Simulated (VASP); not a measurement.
# LiCaBr3 (Pm-3m) in VASP: further runs

One crystal, LiCaBr3, is run at these levels: PBE; tasks: single point, relaxation of cell and atoms.

Everything below comes from runs of VASP 6.6.1. Logs are shortened: lines on timing, memory, paths and dates and some standing lists are left out, and cuts for length are marked.

## Step 1: Starting point

The structure is cubic, space group Pm-3m (No. 221). The conventional cell has a = 5.063 Å, b = 5.063 Å, c = 5.063 Å, α = 90.00°, β = 90.00°, γ = 90.00°. Ca (site symmetry m-3m) is surrounded by 12 Br at 3.58 Å. Around Li (site symmetry m-3m) lie 6 Br at 2.53 Å. Br (site symmetry 4/mmm) has 2 Li at 2.53 Å as nearest neighbours.

The cell was built by a generator and needn't be a form met in nature.

## Step 2: Single point, PBE

File INCAR:

```
SYSTEM = LiCaBr3
  ALGO = Normal
  EDIFF = 1E-6
  ENCUT = 520
  GGA = PE
  ISIF = 2
  ISMEAR = 1
  LASPH = .TRUE.
  LCHARG = .TRUE.
  LELF = .TRUE.
  LREAL = .FALSE.
  LVHAR = .TRUE.
  LWAVE = .FALSE.
  NBANDS = 25
  NELM = 100
  PREC = Accurate
  SIGMA = 0.02
```

File KPOINTS:

```
k-points
0
G
  4 4 4
  0 0 0
```

File POSCAR:

```
LiCaBr3
1.0
    5.0631252281      0.0000000000      0.0000000000
    0.0000000000      5.0631252281      0.0000000000
    0.0000000000      0.0000000000      5.0631252281
Ca Li Br
1 1 3
Direct
    0.0000000000      0.0000000000      0.0000000000
    0.5000000000      0.5000000000      0.5000000000
    0.5000000000      0.5000000000      0.0000000000
    0.0000000000      0.5000000000      0.5000000000
    0.5000000000      0.0000000000      0.5000000000
```

Potentials or basis: VASP PAW PBE potentials, release 64 (Ca_sv, Li_sv, Br).

Started as:

```bash
$ cat potpaw_PBE.64/Ca_sv/POTCAR potpaw_PBE.64/Li_sv/POTCAR potpaw_PBE.64/Br/POTCAR > POTCAR
$ mpirun -np 1 vasp_std > vasp.out
```

OUTCAR:

```text
SYSTEM = LiCaBr3
   EDIFF = 1E-6
   ENCUT = 520
   GGA = PE
   ISIF = 2
   ISMEAR = 1
   LASPH = .TRUE.
   LREAL = .FALSE.
   NELM = 100
   PREC = Accurate

 ion  position               nearest neighbor table
   1  0.000  0.000  0.000-
   2  0.500  0.500  0.500-   3 2.53   4 2.53   5 2.53   3 2.53   5 2.53   4 2.53
   3  0.500  0.500  0.000-   2 2.53   2 2.53
   4  0.000  0.500  0.500-   2 2.53   2 2.53
   5  0.500  0.000  0.500-   2 2.53   2 2.53

  LATTYP: Found a simple cubic cell.
 ALAT       =     5.0631252281

  Lattice vectors:

 A1 = (   5.0631252281,   0.0000000000,   0.0000000000)
 A2 = (   0.0000000000,   5.0631252281,   0.0000000000)
 A3 = (   0.0000000000,   0.0000000000,   5.0631252281)

Analysis of symmetry for initial positions (statically):
=====================================================================
 Subroutine PRICEL returns:
 Original cell was already a primitive cell.

 Routine SETGRP: Setting up the symmetry group for a
 simple cubic supercell.

 Subroutine GETGRP returns: Found 48 space group operations
 (whereof 48 operations were pure point group operations)
 out of a pool of 48 trial point group operations.

The static configuration has the point symmetry O_h .

Analysis of symmetry for dynamics (positions and initial velocities):
=====================================================================
 Subroutine PRICEL returns:
 Original cell was already a primitive cell.

 Routine SETGRP: Setting up the symmetry group for a
 simple cubic supercell.

 Subroutine GETGRP returns: Found 48 space group operations
 (whereof 48 operations were pure point group operations)
 out of a pool of 48 trial point group operations.

The dynamic configuration has the point symmetry O_h .

 Subroutine INISYM returns: Found 48 space group operations
 (whereof 48 operations are pure point group operations),
 and found     1 'primitive' translations

----------------------------------------------------------------------------------------

                                     Primitive cell

  volume of cell :     129.7944

  direct lattice vectors                    reciprocal lattice vectors
     5.063125228  0.000000000  0.000000000     0.197506472  0.000000000  0.000000000
     0.000000000  5.063125228  0.000000000     0.000000000  0.197506472  0.000000000
     0.000000000  0.000000000  5.063125228     0.000000000  0.000000000  0.197506472

  length of vectors
     5.063125228  5.063125228  5.063125228     0.197506472  0.197506472  0.197506472

  position of ions in fractional coordinates (direct lattice)
     0.000000000  0.000000000  0.000000000
     0.500000000  0.500000000  0.500000000
     0.500000000  0.500000000  0.000000000
     0.000000000  0.500000000  0.500000000
     0.500000000  0.000000000  0.500000000

  ion indices of the primitive-cell ions
   primitive index   ion index
                 1           1
                 2           2
                 3           3
                 4           4
                 5           5

----------------------------------------------------------------------------------------

 KPOINTS: k-points

Automatic generation of k-mesh.
 Grid dimensions read from file:
 generate k-points for:    4    4    4

 Generating k-lattice:

  Cartesian coordinates                     Fractional coordinates (reciprocal lattice)
     0.049376618  0.000000000  0.000000000     0.250000000  0.000000000  0.000000000
     0.000000000  0.049376618  0.000000000     0.000000000  0.250000000  0.000000000
     0.000000000  0.000000000  0.049376618     0.000000000  0.000000000  0.250000000

  Length of vectors
     0.049376618  0.049376618  0.049376618

  Shift w.r.t. Gamma in fractional coordinates (k-lattice)
     0.000000000  0.000000000  0.000000000

 Subroutine IBZKPT returns following result:
 ===========================================

 Found     10 irreducible k-points:

 Following reciprocal coordinates:
            Coordinates               Weight
  0.000000  0.000000  0.000000      1.000000
  0.250000  0.000000  0.000000      6.000000
  0.500000  0.000000  0.000000      3.000000
  0.250000  0.250000  0.000000     12.000000
  0.500000  0.250000  0.000000     12.000000
  0.500000  0.500000  0.000000      3.000000
  0.250000  0.250000  0.250000      8.000000
  0.500000  0.250000  0.250000     12.000000
  0.500000  0.500000  0.250000      6.000000
  0.500000  0.500000  0.500000      1.000000
   k-points           NKPTS =     10   k-points in BZ     NKDIM =     10   number of bands    NBANDS=     25
   number of dos      NEDOS =    301   number of ions     NIONS =      5
   total plane-waves  NPLWV =  64000
   dimension x,y,z NGX =    40 NGY =   40 NGZ =   40
   dimension x,y,z NGXF=    80 NGYF=   80 NGZF=   80
   ions per type =               1   1   3
   NGX,Y,Z   is equivalent  to a cutoff of  13.13, 13.13, 13.13 a.u.
   NGXF,Y,Z  is equivalent  to a cutoff of  26.27, 26.27, 26.27 a.u.
 SYSTEM =  LiCaBr3
   PREC   = accura    normal or accurate (medium, high low for compatibility)
   ISTART =      0    job   : 0-new  1-cont  2-samecut
   ICHARG =      2    charge: 1-file 2-atom 10-const
   ISPIN  =      1    spin polarized calculation?
   LNONCOLLINEAR =      F non collinear calculations
   LSORBIT =      F    spin-orbit coupling
   LASPH  =      T    aspherical Exc in radial PAW
   ENCUT  =  520.0 eV  38.22 Ry    6.18 a.u.   9.41  9.41  9.41*2*pi/ulx,y,z
   NELM   =    100;   NELMIN=  2; NELMDL= -5     # of ELM steps
   EDIFF  = 0.1E-05   stopping-criterion for ELM
   LREAL  =      F    real-space projection
   EDIFFG = 0.1E-04   stopping-criterion for IOM
   NSW    =      0    number of steps for IOM
   IBRION =     -1    ionic relax: 0-MD 1-quasi-New 2-CG
   NFREE  =      0    steps in history (QN), initial steepest desc. (CG)
   ISIF   =      2    stress and relaxation
   ISYM   =      2    0-nonsym 1-usesym 2-fastsym
   POTIM  = 0.5000    time-step for ionic-motion
   TEBEG  =    0.0;   TEEND  =   0.0 temperature during run
   PSTRESS=    0.0 pullay stress
   NELECT =      34.0000    total number of electrons
   NUPDOWN=      -1.0000    fix difference up-down
   EMIN   =  10.00;   EMAX   =-10.00  energy-range for DOS
   EFERMI =   0.00;   METHOD = LEGACY
   ISMEAR =     1;   SIGMA  =   0.02  broadening in eV -4-tet -1-fermi 0-gaus
   EFERMI_NEDOS =   21; number of points for ismear=-14 and -15
   IALGO  =     38    algorithm
   IMIX   =      4    mixing-type and parameters
     AMIX     =   0.40;   BMIX     =  1.00
     AMIX_MAG =   1.60;   BMIX_MAG =  1.00
  volume/ion in A,a.u.               =      25.96       175.18
  Fermi-wavevector in a.u.,A,eV,Ry     =   1.047488  1.979466 14.928741  1.097232
  Thomas-Fermi vector in A             =   2.182370
   LORBIT       =      0    0 simple, 1 ext, 2 COOP (PROOUT), +10 PAW based schemes
   GGA     = PE    functional components
   LHFCALC =     F    Hartree Fock is set to
   AEXX    =    0.0000 exact exchange contribution
   IVDW    =     0    specifies the selected vdW correction
   LEPSILON=     F    determine dielectric tensor
   LRPA    =     F    only Hartree local field effects (RPA)
 non-spin polarized calculation
 Methfessel and Paxton  Order N= 1 SIGMA  =   0.02
  energy-cutoff  :      520.00
  volume of cell :      129.79
 maximum number of plane-waves:      3532
 NGX is ok and might be reduce to    40
   NGX = 19   NGY = 19   NGZ = 19

 number of electron      34.0000005 magnetization

 Free energy of the ion-electron system (eV)
  ---------------------------------------------------
  ext. energy  EPLUGINS =         0.00000000
  ---------------------------------------------------
  free energy    TOTEN  =       -16.29287446 eV

  energy without entropy =      -16.29287446  energy(sigma->0) =      -16.29287446

 E-fermi :   1.4723     XC(G=0):  -8.5530

 val. band max:        1.3342651253   @ k =   0.5000   0.5000   0.5000
 cond. band min:       3.5316566299   @ k =   0.0000   0.0000   0.0000
 fundamental gap:      2.1973915046
 Fermi energy:         1.4722601966

 k-point     1 :       0.0000    0.0000    0.0000
  band No.  band energies     occupation
      1     -42.6964      2.00000
      2     -40.5954      2.00000
      3     -21.5051      2.00000
      4     -21.5051      2.00000
      5     -21.5051      2.00000
      6     -12.6669      2.00000
[... 17 lines left out ...]
     24       8.0392      0.00000
     25       9.7656      0.00000

 k-point     2 :       0.2500    0.0000    0.0000
  band No.  band energies     occupation
      1     -42.6965      2.00000
      2     -40.5953      2.00000
      3     -21.5070      2.00000
      4     -21.5049      2.00000
      5     -21.5049      2.00000
      6     -12.5515      2.00000
[... 17 lines left out ...]
     24       8.2295      0.00000
     25       8.7013      0.00000

 k-point     3 :       0.5000    0.0000    0.0000
  band No.  band energies     occupation
      1     -42.6964      2.00000
      2     -40.5953      2.00000
      3     -21.5089      2.00000
      4     -21.5047      2.00000
      5     -21.5047      2.00000
      6     -12.3475      2.00000
[... 17 lines left out ...]
     24       6.3292      0.00000
     25       8.8271      0.00000

 k-point     4 :       0.2500    0.2500    0.0000
  band No.  band energies     occupation
      1     -42.6964      2.00000
      2     -40.5953      2.00000
      3     -21.5068      2.00000
      4     -21.5066      2.00000
      5     -21.5047      2.00000
      6     -12.4481      2.00000
[... 17 lines left out ...]
     24       8.0130      0.00000
     25       8.7085      0.00000
[... 85 lines left out ...]
 k-point     8 :       0.5000    0.2500    0.2500
  band No.  band energies     occupation
      1     -42.6964      2.00000
      2     -40.5952      2.00000
      3     -21.5082      2.00000
      4     -21.5063      2.00000
      5     -21.5061      2.00000
      6     -12.1931      2.00000
[... 17 lines left out ...]
     24       7.9294      0.00000
     25       8.0596      0.00000

 k-point     9 :       0.5000    0.5000    0.2500
  band No.  band energies     occupation
      1     -42.6964      2.00000
      2     -40.5952      2.00000
      3     -21.5079      2.00000
      4     -21.5079      2.00000
      5     -21.5060      2.00000
      6     -12.0325      2.00000
[... 17 lines left out ...]
     24       8.6955      0.00000
     25       8.6955      0.00000

 k-point    10 :       0.5000    0.5000    0.5000
  band No.  band energies     occupation
      1     -42.6963      2.00000
      2     -40.5952      2.00000
      3     -21.5075      2.00000
      4     -21.5075      2.00000
      5     -21.5075      2.00000
      6     -12.0260      2.00000
[... 17 lines left out ...]
     24       8.4211      0.00000
     25       8.4211      0.00000

------------------------ aborting loop because EDIFF is reached ----------------------------------------

  FORCE on cell =-STRESS in cart. coord.  units (eV):
  Direction    XX          YY          ZZ          XY          YZ          ZX
  --------------------------------------------------------------------------------------
  -------------------------------------------------------------------------------------
  Total       -0.0005074     -0.0005074     -0.0005074     -0.0000000     -0.0000000      0.0000000
  in kB       -0.0062636     -0.0062636     -0.0062636     -0.0000000     -0.0000000      0.0000000
  external PRESSURE =      -0.0062636 kB  Pullay stress =       0.0000000 kB

 VOLUME and BASIS-vectors are now :
 -----------------------------------------------------------------------------
  energy-cutoff  :      520.00
  volume of cell :      129.79
      direct lattice vectors                 reciprocal lattice vectors
     5.063125228  0.000000000  0.000000000     0.197506472  0.000000000  0.000000000
     0.000000000  5.063125228  0.000000000     0.000000000  0.197506472  0.000000000
     0.000000000  0.000000000  5.063125228     0.000000000  0.000000000  0.197506472

 POSITION                                       TOTAL-FORCE (eV/Angst)
 -----------------------------------------------------------------------------------
      0.00000      0.00000      0.00000         0.000000      0.000000      0.000000
      2.53156      2.53156      2.53156         0.000000      0.000000      0.000000
      2.53156      2.53156      0.00000         0.000000      0.000000      0.000000
      0.00000      2.53156      2.53156         0.000000      0.000000      0.000000
      2.53156      0.00000      2.53156         0.000000      0.000000      0.000000
 -----------------------------------------------------------------------------------
    total drift:                                0.000000      0.000000     -0.000000

  FREE ENERGIE OF THE ION-ELECTRON SYSTEM (eV)
  ---------------------------------------------------
  free  energy   TOTEN  =       -16.2928744587 eV

  energy  without entropy=      -16.2928744587  energy(sigma->0) =      -16.29287446
```

Run time: 20 s. Hardware: 1 thread of Intel Xeon Platinum 8488C (Sapphire Rapids), shared host; peak memory 0.25 GiB.

Results:

```yaml
Free_energy: -16.2929 eV
Band_gap_on_the_k_mesh: 2.20 eV, indirect (least direct gap 2.49 eV)
```

Caveat: the cutoff is under 1.25 times the usual one of these potentials, so pressure, stress and relaxed cells hold a basis-set (Pulay) error. As with any semilocal functional, this PBE gap is likely too small.

(Continued in part 2 of 2.)
